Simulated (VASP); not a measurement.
Input:

```
Al2Au
1.0
    4.23852     0.00000     0.00000
   -2.11926     3.67067     0.00000
    0.00000     0.00000    25.36767
Al Au
6 3
Direct
  0.66667   0.33333   0.32947
  0.33333   0.66667   0.46589
  0.00000   0.00000   0.39768
  0.00000   0.00000   0.60232
  0.66667   0.33333   0.53411
  0.33333   0.66667   0.67053
  0.33333   0.66667   0.36358
  0.00000   0.00000   0.50000
  0.66667   0.33333   0.63642
```

The numbers are results of PBEsol GGA, VASP's PBE PAW potentials (set 64) (plane waves; VASP), not measurements. Settings: PREC = Normal, EDIFF = 1E-5, 400 eV cut-off, 8×8×1 Γ-centred mesh, first-order Methfessel-Paxton smearing of 0.10 eV, potentials Al Au.

Task: The ions are relaxed. Give the cell that the relaxation ends in.

Result: 
```
Al2Au
1.0
    4.23852     0.00000     0.00000
   -2.11926     3.67067     0.00000
    0.00000     0.00000    25.36767
Al Au
6 3
Direct
  0.66667   0.33333   0.33436
  0.33333   0.66667   0.46558
  0.00000   0.00000   0.39695
  0.00000   0.00000   0.60305
  0.66667   0.33333   0.53442
  0.33333   0.66667   0.66564
  0.33333   0.66667   0.36289
  0.00000   0.00000   0.50000
  0.66667   0.33333   0.63711
```

Task: How much energy does the relaxation gain?

Result: The energy (σ→0) changes by -6.9 meV/atom, in 7 ionic steps.

The cell is a thin slab with vacuum, built from AuAl2 (fluorite): (111) face.
